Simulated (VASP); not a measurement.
Data:

```xyz
2
Lattice="0.0000 3.5434 3.5434 3.5434 0.0000 3.5434 3.5434 3.5434 0.0000" Properties=species:S:1:pos:R:3 pbc="T T T"
Ba     0.0000     0.0000     0.0000
Te     3.5434     3.5434     3.5434
```

The numbers are results of r2SCAN meta-GGA, VASP's PBE PAW potentials (set 64) (plane waves; VASP), not measurements. Run with PREC = Normal, EDIFF = 1E-5, 400 eV cut-off, 7×7×7 Γ-centred mesh, Gaussian smearing of 0.050 eV, potentials Ba_sv Te.

Question: Estimate the energy per atom (σ→0).

Answer: 
The energy per atom (σ→0) is -28.014 eV/atom.

The absolute energy has meaning only against runs of the same code, potentials and settings.

The compound is BaTe in the rock salt structure. It was relaxed first.
